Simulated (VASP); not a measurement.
Level of theory: revPBE GGA, VASP's PBE PAW potentials (set 64) (plane waves; VASP).

VASP ran on this input.

INCAR:
```
ISIF  =  2   # forces and stress, cell fixed
LCHARG  =  .FALSE.
EDIFF  =  1E-6   # SCF stop (eV)
LREAL  =  .FALSE.   # projection in real space or not
ALGO  =  Normal   # blocked Davidson
LASPH  =  .TRUE.
SIGMA  =  0.01
PREC  =  Accurate
LWAVE  =  .FALSE.
SYSTEM  =  VBiO4
ENCUT  =  160
GGA  =  RE
NELM  =  100   # most electronic steps
LMAXMIX  =  4
ISMEAR  =  0
```

### POSCAR
```
VBiO4
1
   -2.5636160000     2.5636160000     5.8018610000
    2.5636160000    -2.5636160000     5.8018610000
    2.5636160000     2.5636160000    -5.8018610000
V Bi O
2 2 8
Direct
  0.5000000000   0.5000000000   0.0000000000
  0.2500000000   0.7500000000   0.5000000000
  0.0000000000   0.0000000000   0.0000000000
  0.7500000000   0.2500000000   0.5000000000
  0.1708500000   0.5619000000   0.8910100000
  0.3119000000   0.9208900000   0.8910500000
  0.6708900000   0.2798400000   0.1089900000
  0.0298400000   0.4208500000   0.1089500000
  0.5791500000   0.6881000000   0.6089900000
  0.4381000000   0.3291100000   0.6089500000
  0.0791100000   0.9701600000   0.3910100000
  0.7201600000   0.8291500000   0.3910500000
```

**KPOINTS**
```
Automatic mesh
0
Gamma
6 6 6
0.5 0.5 0.5
```

POTCAR, in this order: V_sv Bi_d O (PBE.64 set). Program: vasp_std.

What VASP printed:

OSZICAR:
```
       N       E                     dE             d eps       ncg     rms          rms(c)
DAV:   1     0.597938670721E+03    0.59794E+03   -0.33084E+04  5164   0.764E+02
DAV:   2    -0.479654627909E+02   -0.64590E+03   -0.62432E+03  5162   0.301E+02
DAV:   3    -0.869407562877E+02   -0.38975E+02   -0.38680E+02  4848   0.766E+01
DAV:   4    -0.877205955944E+02   -0.77984E+00   -0.77627E+00  5360   0.974E+00
DAV:   5    -0.877342395923E+02   -0.13644E-01   -0.13633E-01  4986   0.118E+00    0.111E+02
DAV:   6    -0.706981414515E+02    0.17036E+02   -0.64970E+01  5486   0.461E+01    0.372E+01
DAV:   7    -0.738868138897E+02   -0.31887E+01   -0.71538E+01  5722   0.526E+01    0.410E+01
DAV:   8    -0.672116444992E+02    0.66752E+01   -0.15074E+01  5342   0.213E+01    0.136E+01
DAV:   9    -0.659300519342E+02    0.12816E+01   -0.34871E+00  5360   0.110E+01    0.261E+00
DAV:  10    -0.659671666662E+02   -0.37115E-01   -0.10575E+00  5350   0.427E+00    0.137E+00
DAV:  11    -0.659633448720E+02    0.38218E-02   -0.74530E-02  5038   0.166E+00    0.722E-01
DAV:  12    -0.659642210795E+02   -0.87621E-03   -0.35524E-02  5168   0.117E+00    0.661E-01
DAV:  13    -0.659604515154E+02    0.37696E-02   -0.53098E-03  5050   0.454E-01    0.119E-01
DAV:  14    -0.659604098020E+02    0.41713E-04   -0.29567E-03  5012   0.214E-01    0.875E-02
DAV:  15    -0.659603182187E+02    0.91583E-04   -0.50862E-04  5364   0.926E-02    0.235E-02
DAV:  16    -0.659603136489E+02    0.45697E-05   -0.37874E-05  5042   0.362E-02    0.144E-02
DAV:  17    -0.659603112690E+02    0.23799E-05   -0.97938E-06  4134   0.183E-02    0.704E-03
DAV:  18    -0.659603109819E+02    0.28719E-06   -0.71729E-07  2370   0.498E-03
   1 F= -.65960311E+02 E0= -.65960311E+02  d E =-.254291E-73
```

File OUTCAR:
```
------------------------ aborting loop because EDIFF is reached ----------------------------------------
  FORCE on cell =-STRESS in cart. coord.  units (eV):
  Direction    XX          YY          ZZ          XY          YZ          ZX
  --------------------------------------------------------------------------------------
  Total     -457.1690044   -457.1690044   -451.4473921      0.0000015     -0.0000000      0.0000000
  in kB    -4802.3532475  -4802.3532475  -4742.2503028      0.0000153     -0.0000000      0.0000000
  external PRESSURE =   -4782.3189326 kB  Pullay stress =       0.0000000 kB
  volume of cell :      152.52
      direct lattice vectors                 reciprocal lattice vectors
    -2.563616000  2.563616000  5.801861000     0.000000000  0.195037010  0.086179245
     2.563616000 -2.563616000  5.801861000     0.195037010  0.000000000  0.086179245
     2.563616000  2.563616000 -5.801861000     0.195037010  0.195037010  0.000000000
 POSITION                                       TOTAL-FORCE (eV/Angst)
 -----------------------------------------------------------------------------------
      0.00000      0.00000      5.80186         0.000000      0.000000     -0.000000
      2.56362     -0.00000      2.90093        -0.000000      0.000000     -0.000000
      0.00000      0.00000      0.00000         0.000000      0.000000     -0.000000
     -0.00000      2.56362      2.90093        -0.000000      0.000000     -0.000000
      3.28671      1.28171     -0.91820        -0.051353     -0.195509     -0.181634
      3.84553      0.72309      1.98273         0.195509     -0.051353     -0.181634
     -0.72309      1.28191      4.88366         0.051353      0.195509     -0.181634
      1.28171     -0.72309      1.98273        -0.195509      0.051353     -0.181634
      1.84052      1.28191      3.81913         0.051353      0.195509      0.181634
      1.28171      1.84052      0.91820        -0.195509      0.051353      0.181634
      3.28671     -1.28191      3.81913        -0.051353     -0.195509      0.181634
      1.28191      0.72309      6.72006         0.195509     -0.051353      0.181634
 -----------------------------------------------------------------------------------
    total drift:                                0.000000     -0.000000      0.000000
  FREE ENERGIE OF THE ION-ELECTRON SYSTEM (eV)
  ---------------------------------------------------
  free  energy   TOTEN  =       -65.9603109819 eV

  energy  without entropy=      -65.9603109819  energy(sigma->0) =      -65.96031098
```
(Selected blocks of OUTCAR.)

File OUTCAR:
```
 val. band max:        5.0467959840   @ k =   0.2500  -0.4167   0.2500

 cond. band min:       6.9402778695   @ k =  -0.0833   0.4167   0.0833


 Fermi energy:         5.1736756970

 k-point     1 :       0.0833    0.0833    0.0833
  band No.  band energies     occupation
      1     -61.1520      2.00000
      2     -61.1049      2.00000
      3     -33.6018      2.00000
      4     -33.5736      2.00000
      5     -33.4759      2.00000
      6     -33.3888      2.00000
      7     -33.2438      2.00000
      8     -33.1828      2.00000
      9     -17.3929      2.00000
     10     -17.3631      2.00000
     11     -17.3535      2.00000
     12     -17.3412      2.00000
     13     -17.2973      2.00000
     14     -17.2312      2.00000
     15     -17.1946      2.00000
     16     -17.1361      2.00000
     17     -17.1181      2.00000
     18     -17.1105      2.00000
     19     -15.3852      2.00000
     20     -14.7046      2.00000
     21     -14.5687      2.00000
     22     -14.5201      2.00000
     23     -14.4427      2.00000
     24     -14.2963      2.00000
     25     -14.2687      2.00000
     26     -14.2053      2.00000
     27      -4.8893      2.00000
     28      -4.3092      2.00000
     29      -0.4126      2.00000
     30      -0.2232      2.00000
     31       0.1534      2.00000
     32       0.4911      2.00000
     33       0.5639      2.00000
     34       1.0667      2.00000
     35       1.4514      2.00000
     36       1.5156      2.00000
     37       1.7178      2.00000
     38       1.8873      2.00000
     39       1.9617      2.00000
     40       2.1295      2.00000
     41       2.3702      2.00000
     42       2.5143      2.00000
     43       2.7020      2.00000
     44       2.9642      2.00000
     45       2.9879      2.00000
     46       3.3683      2.00000
     47       3.5308      2.00000
     48       3.9337      2.00000
     49       4.1886      2.00000
     50       4.3261      2.00000
     51       4.4844      2.00000
...
```

At this cut-off the stress carries a Pulay error, which pulls relaxed volumes low. Unless said otherwise, spin-orbit coupling is left out, though it shifts the bands of the heavy elements here.

The structure comes from a computed database's VBiO4 entry; how it stands against other phases isn't given here. The cell was not relaxed at this level. The run is one of a series of settings (ENCUT = 160 against the base run), some of them coarse on purpose. The run is not spin-polarised, so no magnetic state was tried.
